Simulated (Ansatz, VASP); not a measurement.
# SnSe: VASP beside Ansatz

Wanted: the spread between two codes on one cell, functional and k mesh. The cell is taken from a series of runs on this material, whose earlier steps may have relaxed, scaled, displaced or heated it; both programs get it as it stands.

Main program and level: Ansatz 0.2.0; plane waves, with VASP 6.6.1 beside it; PBE.

**1. Set-up**

Symmetry: Pnma, No. 62, orthorhombic system. Conventional cell: a = 11.500 Å, b = 4.150 Å, c = 4.430 Å, α = 90.00°, β = 90.00°, γ = 90.00°. Nearest to Sn lie 5 Se at 2.77 to 3.31 Å. Nearest to Se lie 5 Sn at 2.77 to 3.31 Å. Farther neighbours and most contacts between anions are not listed.

As a file:

```cif
data_structure
_symmetry_space_group_name_H-M 'P 1'
_symmetry_Int_Tables_number 1
_cell_length_a 11.5000
_cell_length_b 4.1500
_cell_length_c 4.4300
_cell_angle_alpha 90.000
_cell_angle_beta 90.000
_cell_angle_gamma 90.000
_cell_volume 211.42
loop_
_atom_site_label
_atom_site_type_symbol
_atom_site_fract_x
_atom_site_fract_y
_atom_site_fract_z
_atom_site_occupancy
Sn1 Sn 0.11803 0.25000 0.09940 1
Sn2 Sn 0.88197 0.75000 0.90060 1
Sn3 Sn 0.38197 0.75000 0.59940 1
Sn4 Sn 0.61803 0.25000 0.40060 1
Se5 Se 0.85673 0.25000 0.47779 1
Se6 Se 0.14327 0.75000 0.52221 1
Se7 Se 0.64327 0.75000 0.97779 1
Se8 Se 0.35673 0.25000 0.02221 1
```

**2. Ansatz: G0W0 gap, PBE**

Ansatz runs on its default PAW (the set named soft_2) files.

Quasiparticle shifts depend on high empty states and on the cores, so they are the hardest test of two PAW sets.

Contents of input.yaml:

```yaml
crystal:
  lattice:
    - [11.5, 0.0, 0.0]
    - [0.0, 4.15, 0.0]
    - [0.0, 0.0, 4.43]
  atoms:
    - { symbol: Sn, position: [0.1180338767, 0.25, 0.0993953415] }
    - { symbol: Sn, position: [0.8819661233, 0.75, 0.9006046585] }
    - { symbol: Sn, position: [0.3819661233, 0.75, 0.5993953415] }
    - { symbol: Sn, position: [0.6180338767, 0.25, 0.4006046585] }
    - { symbol: Se, position: [0.8567328488, 0.25, 0.4777884865] }
    - { symbol: Se, position: [0.1432671512, 0.75, 0.5222115135] }
    - { symbol: Se, position: [0.6432671512, 0.75, 0.9777884865] }
    - { symbol: Se, position: [0.3567328488, 0.25, 0.0222115135] }
kpoints:
  mp_grid: { grid: [2, 4, 4] }
hamiltonian:
  xc: pbe
scf:
  occupations: { method: fixed }
gw:
  n_empty_bands: 451
  ecut_chi: 96
  qp_bands: [v2, c2]
  qp_kpoints: band_edges
  screening: { model: contour_deformation }
```

The run is started by

```bash
ansatz run input.yaml --threads 8 --pin off --max-ram 55296MiB --backend cuda --devices 1 --max-vram 24GiB --events-out ev --progress --plain --runs-dir out
```

Numbers of over 12 decimals in the logs are rounded to 6 here.

Output:

```text
GPUs: using 1 of 1 available (devices: 1).
Engine: ansatz 0.2.0, x86_64-unknown-linux-gnu
Pseudopotentials: kind: paw
Pseudopotential: Sn, paw, valence charge 14, recommended cutoff 420 eV (normal), Sn.paw.azcp
Pseudopotential: Se, paw, valence charge 16, recommended cutoff 420 eV (normal), Se.paw.azcp
Functional definition: PBE
  parameter kappa = 0.804
  parameter beta = 0.066725
  exchange = pbe_x(kappa = kappa, mu = beta*pi^2/3)
  correlation = pbe_c(beta = beta)
concurrent solve slots: 6 of 8 are kept, ahead of what memory takes: no pass of the eigensolver takes more rounds on 6
device memory: the entry about to start is reckoned to put 7.0 GiB on a device that reports 78.6 GiB free (of which the cap on the GPU budget leaves the run 24.0 GiB)
GPU FFT provider: cuFFT
GPU libraries: cuBLAS 13.8.2, cuFFT 12.4.0, cuSOLVER 12.3.4
Crystal: 8 atoms, lattice volume = 211.422 Å³
Basis set: ecut = 420 eV, 4121 PW (Γ)
Bands: 72, of which v1, the nominal top of the filled ones, is band 60 counted from 1 (59 counted from 0)
Symmetry: 8 space group operations
Space group: Pnma (ITA 62), of the structure as read, at distance tolerance 6.0e-5 Å
k-points: 18 of 32
Non-local potential: Sn, projectors of the file, l = 0: 2, l = 1: 2, l = 2: 2, l = 3: 2
Non-local potential: Se, projectors of the file, l = 0: 2, l = 1: 2, l = 2: 3, l = 3: 1
PAW form: soft (Blöchl's): semilocal exchange-correlation on the pseudo side does not see the compensation charge
PAW one-centre angular grid: Sn, 590 points (default); XC on 64 Gauss nodes
PAW one-centre angular grid: Se, 590 points (default); XC on 64 Gauss nodes
Initial density: superposition of atomic densities (neutral atoms: chi_scale 0, normalization atom), corrected by the library's trained network
Initial wavefunctions: pseudopotential atomic-orbital guess
GPU buffer pool allocated for 72000 grid points (all kernels)
GPU transforms: local potential and band sums: pruned to the plane-wave sphere, on 80×27×30
Functional: x = pbe(κ = 0.804, μ = 0.219515), c = pbe(β = 0.066725)
SCF iter   1: F=—  HF=-45976.614446 eV  |F-HF|=—  |Δ(HF+E_count)|=         —  Δρ=1.27e-3  dr2=3.17e-3  ethr=1.77e-3  ⟨swp⟩=5.0  Hψ=4052  notcnv=0  defer=171
preconditioner: auto → Resta (q_TF=auto, 2.483 Å⁻¹)  ε∞=2.9  [insulator: Δε(μ)=0.802 eV  Ē_g=16.769 eV  n_scr=56 (ndim 8)  ℏωp=22.8 eV  f_vac=0.001  ε∞_Penn≈2.9]
SCF iter   2: F=—  HF=-45976.611967 eV  |F-HF|=—  |Δ(HF+E_count)|=   2.48e-3  Δρ=6.58e-4  dr2=7.71e-4  ethr=2.64e-6  ⟨swp⟩=2.1  Hψ=2617  notcnv=0  defer=174
SCF iter   3: F=—  HF=-45976.612293 eV  |F-HF|=—  |Δ(HF+E_count)|=   3.26e-4  Δρ=2.77e-4  dr2=1.15e-4  ethr=6.42e-7  ⟨swp⟩=2.0  Hψ=1950  notcnv=0  defer=174
SCF iter   4: F=—  HF=-45976.612377 eV  |F-HF|=—  |Δ(HF+E_count)|=   8.41e-5  Δρ=8.13e-5  dr2=1.25e-5  ethr=9.60e-8  ⟨swp⟩=2.9  Hψ=2188  notcnv=0  defer=143
SCF iter   5: F=—  HF=-45976.612381 eV  |F-HF|=—  |Δ(HF+E_count)|=   3.58e-6  Δρ=1.91e-5  dr2=7.10e-7  ethr=1.05e-8  ⟨swp⟩=2.0  Hψ=1948  notcnv=0  defer=109
SCF iter   6: F=—  HF=-45976.612380 eV  |F-HF|=—  |Δ(HF+E_count)|=   5.44e-7  Δρ=7.43e-6  dr2=1.03e-7  ethr=8.33e-11  ⟨swp⟩=10.5  Hψ=6021  notcnv=0
SCF iter   7: F=-45976.612380 eV  HF=-45976.612380 eV  |F-HF|=1.62e-9  |Δ(HF+E_count)|=   9.83e-8  Δρ=1.81e-6  dr2=5.72e-9  ethr=8.33e-11  ⟨swp⟩=2.7  Hψ=2571  notcnv=0
SCF 1 converged in 7 iterations: F = -45976.612380 eV  dr2 = 5.72e-9
  greatest PAW one-centre occupation: 1.000 electrons in one spin orbital (limit 2), on the Se atom at site 5 (counted from 0), in its partial waves of l = 2
concurrent solve slots: 6 of 8 are kept, ahead of what memory takes: no pass of the eigensolver takes more rounds on 6
device memory: the entry about to start is reckoned to put 8.9 GiB (of the 9.1 GiB reckoned in all, the device holds 0.1 GiB already) on a device that reports 78.4 GiB free (of which the cap on the GPU budget leaves the run 23.9 GiB)
NSCF: frozen V_eff on 18 k-points
the band table was solved once the SCF had ended and its energy, with any forces and stress, was formed, with the checks that follow a solve (4927 applications of the Hamiltonian). They found nothing against the state; the energy, forces and stress were not computed again (output.eigenvalues in the input reference)
concurrent solve slots: 6 of 8 are kept, ahead of what memory takes: no pass of the eigensolver takes more rounds on 6
device memory: the entry about to start is reckoned to put 10.7 GiB on a device that reports 78.5 GiB free (of which the cap on the GPU budget leaves the run 24.0 GiB)
NSCF: frozen V_eff on 18 k-points
G₀W₀ screening: q 1/18
[... further progress lines ...]
SCF converged after 7 iterations
Free energy (F): -45976.612380 eV
Harris-Foulkes:  -45976.612380 eV  (|F-HF|=1.62e-9)
Internal energy: -45976.612380 eV  (E = F + TS)
E sigma→0 (E₀):  -45976.612380 eV
Fermi energy:    8.969959 eV
--- Per-component energies (eV) ---
  E_band       = -1863.575225
  E_kinetic    = 1216.855230
  E_local      = -13147.776827  (includes V_loc(G=0)·N_el)
  E_nonlocal   = -2513.823173
  E_hartree    = 6944.547159
  E_xc         = -1950.436412
  E_vxc        = -779.962321  (∫ρ·V_xc dr)
  E_paw        = -24179.853127  (= ΣΔE_a)
  E_vpaw       = -527.963568  (= ΣTr[D̂ρ^β])
  E_aug_tail   = -0.002368  (compensation charges beyond the density's cutoff)
  E_ewald      = -12346.122862
  E_smearing   = -0.000000  (= −TS)
  E_closure    = 0.000000  (closes the sum)
  Σ components = -45976.612380   (vs F -45976.612380, Δ=0.00e0)
--- Band table (eV; the first three rows and the last of 18) ---
  k-point 0: bands = [... 56 lower, 7.5915, 7.9066, 8.4157, 8.6309, 9.7753, 12.0933, 12.2609, 12.2866, ... 8 higher]
  k-point 1: bands = [... 56 lower, 7.9530, 8.0598, 8.5776, 8.8546, 10.0901, 10.5565, 11.3328, 11.4235, ... 8 higher]
  k-point 2: bands = [... 56 lower, 8.3815, 8.3815, 8.9519, 8.9519, 10.4306, 10.4306, 10.7403, 10.7403, ... 8 higher]
  k-point 17: bands = [... 56 lower, 7.5846, 7.5846, 7.5846, 7.5846, 11.5913, 11.5913, 11.5913, 11.5913, ... 8 higher]
--- G₀W₀: contour deformation, 7 samples at zero and on the imaginary axis and 1 off it, 32 q-points, 451 empty bands' worth ---
  eigenvalues of the whole cell's RPA ε∞ on this k-mesh (on a slab, of 1 + 4πα/V) = 15.6727, 17.2218, 25.5407; static W/v taken at q = 0 is 0.053992
  bands read: the sum over 511 bands ends inside a degenerate multiplet in 14 slots, whose members it reads at an even weight; the widest, k=15: bands 509 to 512 (counted from 1) at 3/4 each
  gw.qp_kpoints: band_edges: 12 of 18 stored k-points solved, in 1 pass; an edge of the gap read off the rows below is read off those points alone
    valence top: of the k-points left out ik 5 came nearest to being solved in a further pass, in band 59 (counted from 1, as in the quasiparticle table): it holds the edge there only if its correction is more favourable than any solved in that band by at least 0.758 eV; those differ by 0.099 eV
    conduction bottom: of the k-points left out ik 7 came nearest to being solved in a further pass, in band 61 (counted from 1, as in the quasiparticle table): it holds the edge there only if its correction is more favourable than any solved in that band by at least 0.686 eV; those differ by 0.098 eV
    ik  band        ε_KS         Σx   Σc(E_QP)       V_xc       Z   E_QP_lin       E_QP  E_QP is
     0    59      8.4157   -16.1508     1.4550   -14.3653  0.7396     8.0827     8.0852  root
     0    60      8.6309   -16.4149     1.3870   -14.7129  0.7430     8.3138     8.3159  root
     0    61      9.7753    -8.5780    -3.2304   -11.7893  0.7728     9.7562     9.7562  root
     0    62     12.0933    -8.5451    -4.1038   -12.7377  0.7462    12.1823    12.1821  root
     1    59      8.5776   -16.3576     1.3173   -14.7323  0.7443     8.2676     8.2695  root
     1    60      8.8546   -15.8746     0.7519   -14.8642  0.7528     8.5950     8.5961  root
     1    61     10.0901    -8.6626    -3.4066   -12.0935  0.7707    10.1145    10.1145  root
     1    62     10.5565    -9.2070    -3.2673   -12.5013  0.7691    10.5835    10.5835  root
     2    59      8.9519   -14.9654     0.3886   -14.3377  0.7583     8.7120     8.7128  root
     2    60      8.9519   -14.9654     0.3886   -14.3377  0.7583     8.7120     8.7128  root
     2    61     10.4306    -9.5180    -3.2045   -12.7330  0.7696    10.4411    10.4411  root
     2    62     10.4306    -9.5180    -3.2045   -12.7330  0.7696    10.4411    10.4411  root
     3    59      8.4321   -16.5039     1.5037   -14.6671  0.7406     8.0966     8.0991  root
     3    60      8.8309   -15.8231     0.5774   -14.9970  0.7562     8.5811     8.5821  root
     3    61     10.1483    -9.0185    -3.1516   -12.1629  0.7698    10.1410    10.1410  root
     3    62     10.2137    -8.5045    -3.4705   -11.9956  0.7712    10.2342    10.2342  root
     4    59      8.3314   -15.3835     1.1452   -13.9032  0.7459     7.9939     7.9964  root
     4    60      8.5468   -15.7807     1.1016   -14.3639  0.7475     8.2295     8.2315  root
     4    61     10.0154    -9.3952    -3.2994   -12.7423  0.7718    10.0632    10.0632  root
     4    62     10.6735    -8.6591    -3.5049   -12.1995  0.7659    10.7090    10.7090  root
     6    59      8.4139   -15.6947     1.0406   -14.3228  0.7498     8.0804     8.0826  root
     6    60      8.4139   -15.6947     1.0406   -14.3228  0.7498     8.0804     8.0826  root
     6    61     10.1044    -8.4123    -3.3067   -11.7059  0.7718    10.0913    10.0913  root
     6    62     10.1044    -8.4123    -3.3067   -11.7059  0.7718    10.0913    10.0913  root
[...]
13    59      8.6063   -16.0714     1.1389   -14.6195  0.7471     8.2914     8.2933  root
    13    60      8.6063   -16.0714     1.1389   -14.6195  0.7471     8.2914     8.2933  root
    13    61     10.8953    -9.2043    -3.5774   -12.8569  0.7629    10.9706    10.9704  root
    13    62     10.8953    -9.2043    -3.5774   -12.8569  0.7629    10.9706    10.9704  root
    15    59      8.1682   -14.9885     0.9657   -13.6937  0.7487     7.8367     7.8391  root
    15    60      8.1682   -14.9885     0.9657   -13.6937  0.7487     7.8367     7.8391  root
    15    61     10.5576    -9.7407    -3.3083   -13.0864  0.7653    10.5950    10.5949  root
    15    62     10.5576    -9.7407    -3.3083   -13.0864  0.7653    10.5950    10.5949  root
```

Reading the cycles: dr2 is the Hartree energy of the density residual (eV), the measure of convergence; HF is the Harris–Foulkes estimate of the energy, which meets the free energy F at convergence.

(Part 1 of 2 ends here.)

[Lines on the potential files, build, host, timing and source positions are cut from VASP's logs without a mark.]

[Logs are printed without paths, hosts, clocks, repeated set-up lines and the standing remarks that a program may print on its own settings, such as how far it seeks lower states.]

[Hosts, paths, dates, database ids (printed as entryN), source tags and the programs' standing remarks are cut or masked in the printed files.]
